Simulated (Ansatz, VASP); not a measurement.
# TiC: VASP beside Ansatz

Aim: how closely do two programs agree when they are given the same cell, functional and k mesh? The cell is generated by rule, not measured, and may not be a known phase. The cell is taken from a series of runs on this material, whose earlier steps may have relaxed, scaled, displaced or heated it; both programs get it as it stands.

Calculated with Ansatz 0.2.0; plane waves, with VASP 6.6.1 beside it; single point at PBEsol.

The structure was built from a prototype and need not be the compound's stable phase.

### Step 1. Starting point

The structure is hexagonal, space group P6_3mc (No. 186). The conventional cell has a = 3.231 Å, b = 3.231 Å, c = 5.277 Å, α = 90.00°, β = 90.00°, γ = 120.00°. Nearest to Ti lie 4 C at 1.98 Å. Nearest to C lie 4 Ti at 1.98 Å. Farther neighbours are not listed.

As a file:

```cif
data_structure
_symmetry_space_group_name_H-M 'P6_3mc'
_symmetry_Int_Tables_number 186
_cell_length_a 3.2312
_cell_length_b 3.2312
_cell_length_c 5.2766
_cell_angle_alpha 90.000
_cell_angle_beta 90.000
_cell_angle_gamma 120.000
_cell_volume 47.71
loop_
_atom_site_label
_atom_site_type_symbol
_atom_site_symmetry_multiplicity
_atom_site_Wyckoff_symbol
_atom_site_fract_x
_atom_site_fract_y
_atom_site_fract_z
_atom_site_occupancy
Ti1 Ti 2 b 0.33333 0.66667 0.00000 1
C1 C 2 b 0.33333 0.66667 0.37500 1
```

### Step 2. VASP: single point, PBEsol

A single point gives forces, pressure and levels at one fixed geometry, so differences don't come from the geometry; what else differs is listed under the comparison.

Lines of VASP's logs that name or quote its potential files are left out, and so is its time.

INCAR reads:

```
SYSTEM = TiC
PREC = Accurate
ENCUT = 600
EDIFF = 1E-06
NELM = 120
ISMEAR = 0
SIGMA = 0.1
LREAL = .FALSE.
ALGO = Normal
GGA = PS
NBANDS = 22
LASPH = .TRUE.
LORBIT = 11
LWAVE = .FALSE.
LCHARG = .FALSE.
ISIF = 2
GGA_COMPAT = .FALSE.
EFERMI = MIDGAP
```

POSCAR reads:

```
TiC
1.0
    3.2312000000      0.0000000000      0.0000000000
   -1.6156000000      2.7983000000      0.0000000000
    0.0000000000      0.0000000000      5.2765600000
Ti C
2 2
Direct
    0.3333343333      0.6666676667      0.0000000000
    0.6666676667      0.3333343333      0.5000000000
    0.3333343333      0.6666676667      0.3750000000
    0.6666676667      0.3333343333      0.8750000000
```

KPOINTS reads:

```
Automatic mesh
0
Gamma
6 6 4
0 0 0
```

PAW data sets: Ti_sv and C (PBE family, release 64).

On the command line:

```console
$ mpirun -np 1 vasp_std
```

Numbers of over 12 decimals in the logs are rounded to 6 here.

Output:

```text
[banner, memory and clock lines left out]
running    1 mpi-ranks, on    1 nodes
 distrk:  each k-point on    1 cores,    1 groups
 distr:  one band on    1 cores,    1 groups

 POSCAR found type information on POSCAR TiC
 POSCAR found :  2 types and       4 ions
|                                                                             |
|               ----> ADVICE to this user running VASP <----                  |
|                                                                             |
|     You enforced a specific xc type in the INCAR file but a different       |
|     [... a line on the potential file left out ...]
|     I HOPE YOU KNOW WHAT YOU ARE DOING!                                     |
|                                                                             |

 LDA part: xc-table for (Slater+PW92), standard interpolation
 POSCAR, INCAR and KPOINTS ok, starting setup
 FFT: planning ... GRIDC
 FFT: planning ... GRID_SOFT
 FFT: planning ... GRID
 WAVECAR not read
 entering main loop
       N       E                     dE             d eps       ncg     rms          rms(c)
DAV:   1     0.385462286384E+03    0.38546E+03   -0.17793E+04   924   0.191E+03
DAV:   2     0.830573526903E+01   -0.37716E+03   -0.36300E+03   930   0.529E+02
DAV:   3    -0.453034418788E+02   -0.53609E+02   -0.51296E+02  1642   0.160E+02
DAV:   4    -0.485118286232E+02   -0.32084E+01   -0.31973E+01  1210   0.406E+01
DAV:   5    -0.487393393835E+02   -0.22751E+00   -0.22742E+00  1362   0.916E+00    0.283E+01
DAV:   6    -0.370638718828E+02    0.11675E+02   -0.90188E+01  1260   0.780E+01    0.840E+00
DAV:   7    -0.368023436086E+02    0.26153E+00   -0.11731E+01  1270   0.276E+01    0.613E+00
DAV:   8    -0.368234759658E+02   -0.21132E-01   -0.54565E-01  1268   0.707E+00    0.160E+00
DAV:   9    -0.368361691381E+02   -0.12693E-01   -0.74545E-02  1106   0.246E+00    0.596E-01
DAV:  10    -0.368376992430E+02   -0.15301E-02   -0.28014E-02  1272   0.170E+00    0.173E-01
DAV:  11    -0.368372142683E+02    0.48497E-03   -0.79318E-03  1280   0.776E-01    0.108E-01
DAV:  12    -0.368370874607E+02    0.12681E-03   -0.50061E-04  1288   0.203E-01    0.486E-02
DAV:  13    -0.368370579617E+02    0.29499E-04   -0.15210E-04  1298   0.819E-02    0.840E-03
DAV:  14    -0.368370578784E+02    0.83231E-07   -0.59393E-06  1152   0.218E-02
   1 F= -.36837058E+02 E0= -.36837058E+02  d E =-.445889E-08
```

From OUTCAR (step 2):

```text
ion  position               nearest neighbor table
   1  0.333  0.667  0.000-   4 1.98   4 1.98   4 1.98   3 1.98
   2  0.667  0.333  0.500-   3 1.98   3 1.98   3 1.98   4 1.98
   3  0.333  0.667  0.375-   2 1.98   2 1.98   2 1.98   1 1.98
   4  0.667  0.333  0.875-   1 1.98   1 1.98   1 1.98   2 1.98

  LATTYP: Found a hexagonal cell.
 ALAT       =     3.2312000000
 C/A-ratio  =     1.6330032186

 Subroutine GETGRP returns: Found 12 space group operations
 (whereof  6 operations were pure point group operations)

The static configuration has the point symmetry C_3v.
 The point group associated with its full space group is C_6v.

 Found     21 irreducible k-points:

   k-points           NKPTS =     21   k-points in BZ     NKDIM =     21   number of bands    NBANDS=     22

   dimension x,y,z NGX =    28 NGY =   28 NGZ =   42
   dimension x,y,z NGXF=    56 NGYF=   56 NGZF=   84

   ENCUT  =  600.0 eV  44.10 Ry    6.64 a.u.   6.45  6.45 10.54*2*pi/ulx,y,z

   NELECT =      32.0000    total number of electrons

 k-points in reciprocal lattice and weights: Automatic mesh
   0.00000000  0.00000000  0.00000000       0.007
   0.16666667  0.00000000  0.00000000       0.042
   0.33333333  0.00000000  0.00000000       0.042
   0.50000000  0.00000000  0.00000000       0.021
   0.16666667  0.16666667  0.00000000       0.042
   0.33333333  0.16666667  0.00000000       0.083
   0.33333333  0.33333333  0.00000000       0.014
   0.00000000  0.00000000  0.25000000       0.014
   0.16666667  0.00000000  0.25000000       0.083
[...]
0.33333333  0.16666667  0.50000000       0.083
   0.33333333  0.33333333  0.50000000       0.014

 average (electrostatic) potential at core
       1 -72.8914       2 -72.8913       3 -46.0649       4 -46.0648

 E-fermi :   6.9924

 k-point     1 :       0.0000    0.0000    0.0000
  band No.  band energies     occupation
    ...
     12       4.5697      2.00000
     13       4.5697      2.00000
     14       4.5934      2.00000
     15       5.1321      2.00000
     16       5.1321      2.00000
     17       8.5671      0.00000
     18       8.5671      0.00000
     19       9.8778      0.00000
     20       9.8778      0.00000
     21      10.6536      0.00000
    ...

 k-point     2 :       0.1667    0.0000    0.0000
  band No.  band energies     occupation
    ...
     12       4.1806      2.00000
     13       4.7429      2.00000
     14       4.7750      2.00000
     15       5.0235      2.00000
     16       5.4345      2.00000
     17       8.0071      0.00000
     18       8.5144      0.00000
     19       9.6757      0.00000
     20       9.9865      0.00000
     21      10.6648      0.00000
    ...

 k-point     3 :       0.3333    0.0000    0.0000
  band No.  band energies     occupation
    ...
     12       4.0033      2.00000
     13       4.8618      2.00000
     14       5.0521      2.00000
     15       5.6848      2.00000
     16       6.1581      2.00000
     17       7.3646      0.00000
     18       8.9754      0.00000
     19       9.0089      0.00000
     20      10.1226      0.00000
     21      10.7856      0.00000
    ...

  Total        4.8816182      4.8816137      1.4890412      0.0000000      0.0000000      0.0000000
  in kB      163.9326270    163.9324765     50.0044084      0.0000000      0.0000000      0.0000000
  external PRESSURE =     125.9565040 kB  Pullay stress =       0.0000000 kB

  energy-cutoff  :      600.00
  volume of cell :       47.71
      direct lattice vectors                 reciprocal lattice vectors
     3.231200000  0.000000000  0.000000000     0.309482545  0.178679913  0.000000000
    -1.615600000  2.798300000  0.000000000     0.000000000  0.357359826  0.000000000
     0.000000000  0.000000000  5.276560000     0.000000000  0.000000000  0.189517413

 POSITION                                       TOTAL-FORCE (eV/Angst)
 -----------------------------------------------------------------------------------
      0.00000      1.86554      0.00000        -0.000000     -0.000000     -0.425013
      1.61560      0.93277      2.63828        -0.000000      0.000000     -0.425013
      0.00000      1.86554      1.97871        -0.000000      0.000000      0.425013
      1.61560      0.93277      4.61699         0.000000      0.000000      0.425013
 -----------------------------------------------------------------------------------
    total drift:                               -0.003542     -0.006135     -0.000042

  FREE ENERGIE OF THE ION-ELECTRON SYSTEM (eV)
  ---------------------------------------------------
  free  energy   TOTEN  =       -36.8370578784 eV

  energy  without entropy=      -36.8370578740  energy(sigma->0) =      -36.83705788

 total charge
# of ion       s       p       d       tot
------------------------------------------
    1        2.252   6.241   2.060  10.553
    2        2.252   6.241   2.060  10.553
    3        0.917   1.572   0.000   2.490
    4        0.917   1.572   0.000   2.490
--------------------------------------------------
tot          6.340  15.626   4.120  26.086

[... 3 further parts left out ...]
```

The run ends at a pressure of 12.60 GPa, with forces up to 0.43 eV/Å.

### Step 3. Ansatz: single point, PBEsol

Ansatz runs on its default PAW (the set named soft_2) files.

The same cell, functional, mesh and smearing now go to Ansatz, which takes its cutoff from its data sets.

input.yaml reads:

```yaml
crystal:
  lattice:
    - [3.2312, 0.0, 0.0]
    - [-1.6156, 2.7983, 0.0]
    - [0.0, 0.0, 5.27656]
  atoms:
    - { symbol: Ti, position: [0.333333, 0.666667, 0.0] }
    - { symbol: Ti, position: [0.666667, 0.333333, 0.5] }
    - { symbol: C, position: [0.333333, 0.666667, 0.375] }
    - { symbol: C, position: [0.666667, 0.333333, 0.875] }
kpoints:
  mp_grid: { grid: [6, 6, 4] }
hamiltonian:
  xc: pbesol
scf:
  occupations: { method: gaussian, width: 0.1 }
output:
  forces: true
  stress: true
  eigenvalues: true
```

On the command line:

```console
$ ansatz run input.yaml --threads 4 --pin off --max-ram 7168MiB --backend cpu --events-out ev --progress --plain --runs-dir out
```

Output:

```text
Warning: the atoms were moved onto the symmetric positions of the space group found under crystal.symmetry.tolerance 1.0e-5 (fractional; no operation is sought that the atoms, as they stand in a round, miss by more than twice it, and no atom is moved by as much as it), and the run uses the moved positions. Before a round's move an operation carried an atom to 3.23e-6 Å from where it should land, the largest such dist [...]
Engine: ansatz 0.2.0, aarch64-unknown-linux-gnu
Pseudopotentials: kind: paw
Pseudopotential: Ti, paw, valence charge 12, recommended cutoff 420 eV (normal), Ti.paw.azcp
Pseudopotential: C, paw, valence charge 4, recommended cutoff 420 eV (normal), C.paw.azcp
Functional definition: PBEsol
  exchange = pbesol_x
  correlation = pbesol_c
Crystal: 4 atoms, lattice volume = 47.710 Å³
Basis set: ecut = 420 eV, 941 PW (Γ), exchange–correlation on 48×48×72 points (8 copies of the dense FFT grid, shifted against one another)
Bands: 20, of which v1, the nominal top of the filled ones, is band 16 counted from 1 (15 counted from 0)
Symmetry: 12 space group operations
Space group: P63mc (ITA 186), of the structure as read, at distance tolerance 3.6e-5 Å
k-points: 21 of 144 (time reversal used)
Non-local potential: Ti, projectors of the file, l = 0: 3, l = 1: 2, l = 2: 3, l = 3: 1
Non-local potential: C, projectors of the file, l = 0: 2, l = 1: 2, l = 2: 1
PAW form: soft (Blöchl's): semilocal exchange-correlation on the pseudo side does not see the compensation charge
PAW frozen core: Ti, regenerated for the run's functional, and the local potential with it (the file was generated under x = pbe(κ = 0.804, μ = 0.219515), c = pbe(β = 0.066725))
PAW frozen core: C, regenerated for the run's functional, and the local potential with it (the file was generated under x = pbe(κ = 0.804, μ = 0.219515), c = pbe(β = 0.066725))
PAW one-centre angular grid: Ti, 590 points (default); XC on 64 Gauss nodes
PAW one-centre angular grid: C, 110 points (default); XC on 64 Gauss nodes
Initial density: superposition of atomic densities (neutral atoms: chi_scale 0, normalization atom), corrected by the library's trained network
Initial wavefunctions: pseudopotential atomic-orbital guess
Functional: x = pbesol(κ = 0.804, μ = 0.123457), c = pbesol(β = 0.046)
SCF iter   1: F=—  HF=-5442.072952 eV  |F-HF|=—  |Δ(HF+E_count)|=         —  Δρ=8.09e-3  dr2=2.92e-2  ethr=1.77e-3  ⟨swp⟩=4.3  Hψ=1590  notcnv=0
preconditioner: auto → Resta (q_TF=auto, 2.553 Å⁻¹)  ε∞=13.1  [insulator: Δε(μ)=0.764 eV  Ē_g=6.193 eV  σ=0.100 eV  W_gap=1.00  n_scr=22 (ndim 8)  ℏωp=21.5 eV  f_vac=0.000  D(μ)=0.00/eV (n_scr^D=0)  ε∞_Penn≈13.1]
SCF iter   2: F=—  HF=-5442.065965 eV  |F-HF|=—  |Δ(HF+E_count)|=   6.99e-3  Δρ=2.91e-3  dr2=3.04e-3  ethr=9.13e-5  ⟨swp⟩=2.9  Hψ=928  notcnv=0
SCF iter   3: F=—  HF=-5442.065232 eV  |F-HF|=—  |Δ(HF+E_count)|=   7.33e-4  Δρ=1.05e-3  dr2=4.00e-4  ethr=9.51e-6  ⟨swp⟩=2.0  Hψ=545  notcnv=0
SCF iter   4: F=—  HF=-5442.065169 eV  |F-HF|=—  |Δ(HF+E_count)|=   6.31e-5  Δρ=1.77e-4  dr2=1.13e-5  ethr=1.25e-6  ⟨swp⟩=2.0  Hψ=556  notcnv=0
SCF iter   5: F=—  HF=-5442.065165 eV  |F-HF|=—  |Δ(HF+E_count)|=   3.53e-6  Δρ=3.50e-5  dr2=4.83e-7  ethr=3.52e-8  ⟨swp⟩=2.0  Hψ=617  notcnv=0
SCF iter   6: F=-5442.065166 eV  HF=-5442.065166 eV  |F-HF|=1.58e-8  |Δ(HF+E_count)|=   1.26e-7  Δρ=9.09e-6  dr2=3.48e-8  ethr=3.13e-10  ⟨swp⟩=4.4  Hψ=1408  notcnv=0
SCF 1 converged in 6 iterations: F = -5442.065166 eV  dr2 = 3.48e-8
  greatest PAW one-centre occupation: 0.999 electrons in one spin orbital (limit 2), on the Ti atom at site 1 (counted from 0), in its partial waves of l = 0
SCF converged after 6 iterations
Free energy (F): -5442.065166 eV
Harris-Foulkes:  -5442.065166 eV  (|F-HF|=1.58e-8)
Internal energy: -5442.065166 eV  (E = F + TS)
E sigma→0 (E₀):  -5442.065166 eV
Fermi energy:    11.517752 eV
--- Per-component energies (eV) ---
  E_band       = -306.126073
  E_kinetic    = 730.132564
  E_local      = -1941.413567  (includes V_loc(G=0)·N_el)
  E_nonlocal   = 70.465681
  E_hartree    = 776.847936
  E_xc         = -292.177239
  E_vxc        = -366.107685  (∫ρ·V_xc dr)
  E_paw        = -2234.444141  (= ΣΔE_a)
  E_vpaw       = -352.905841  (= ΣTr[D̂ρ^β])
  E_aug_tail   = 0.000168  (compensation charges beyond the density's cutoff)
  E_ewald      = -2551.797537
  E_core_change = 0.320970  (= ΣΔE_core)
  E_smearing   = -0.000000  (= −TS)
  E_closure    = -0.000000  (closes the sum)
  Σ components = -5442.065166   (vs F -5442.065166, Δ=0.00e0)
--- Forces (eV/Å), atoms counted from 1 ---
  atom   1  Ti     0.00000000    -0.00000000    -0.42403662
  atom   2  Ti    -0.00000000     0.00000000    -0.42403662
  atom   3  C     -0.00000000    -0.00000000     0.42399418
  atom   4  C      0.00000000     0.00000000     0.42399418
  max |Σ_I F_I| component: 8.49e-5 eV/Å
--- Stress (GPa, compression-positive) ---
       16.283579       0.000000       0.000000
        0.000000      16.283579      -0.000000
       -0.000000       0.000000       4.790111
  P = ⅓ Tr σ = 12.4524 GPa (124.524 kbar)
--- Band table (eV; the first three rows and the last of 21) ---
  k-point 0: bands = [... 12 lower, 9.0922, 9.1155, 9.6554, 9.6554, 13.0995, 13.0995, 14.4159, 14.4159]
  k-point 1: bands = [... 12 lower, 9.1364, 9.1364, 9.5296, 9.5296, 13.3554, 13.3554, 14.3318, 14.3318]
  k-point 2: bands = [... 12 lower, 9.2937, 9.2937, 9.2937, 9.2937, 13.9192, 13.9192, 13.9192, 13.9192]
  k-point 20: bands = [... 12 lower, 8.6224, 8.6224, 10.9734, 10.9734, 12.6744, 12.6744, 15.0396, 15.0396]
```

The run ends at a pressure of 12.45 GPa, with forces up to 0.42 eV/Å.

### Step 4. Differences

Known differences besides the potentials themselves: the cutoff is 420 eV in Ansatz and 600 eV in VASP; Ansatz makes its cores anew for this functional, VASP keeps those of its PBE data sets. Total energies have different zeros and are not compared.

Both answers:

| quantity | Ansatz | VASP | difference |
| --- | --- | --- | --- |
| pressure (GPa) | 12.45 | 12.60 | -0.14 |
| gap on the k mesh (eV) | 0.739 | 0.735 | +0.004 |

Forces (eV/Å; atoms numbered as in POSCAR):

```csv
atom,"Ansatz x, y, z","VASP x, y, z"
Ti1,"0.000, 0.000, -0.424","0.000, 0.000, -0.425"
Ti2,"0.000, 0.000, -0.424","0.000, 0.000, -0.425"
C3,"0.000, 0.000, 0.424","0.000, 0.000, 0.425"
C4,"0.000, 0.000, 0.424","0.000, 0.000, 0.425"
```

The forces differ by 0.6 meV/Å r.m.s., which is 0.2 % of the r.m.s. force of 0.245 eV/Å (both taken over all components). A gap on the mesh is an upper bound, since the band edges may lie between its points.

### Step 5. Results

```json
{
 "r.m.s. force difference (single point, PBEsol)": "0.24 % of the r.m.s. force"
}
```

In words: The r.m.s. force difference is 0.24 % of the r.m.s. force (single point, PBEsol), within the 3 % picked in this series as the mark of a large difference. How closely two codes agree says nothing of how well the functional describes the real material.

[Lines on the potential files, build, host, timing and source positions are cut from VASP's logs without a mark.]

[Logs are printed without paths, hosts, clocks, repeated set-up lines and the standing remarks that a program may print on its own settings, such as how far it seeks lower states.]

[Hosts, paths, dates, database ids (printed as entryN), source tags and the programs' standing remarks are cut or masked in the printed files.]
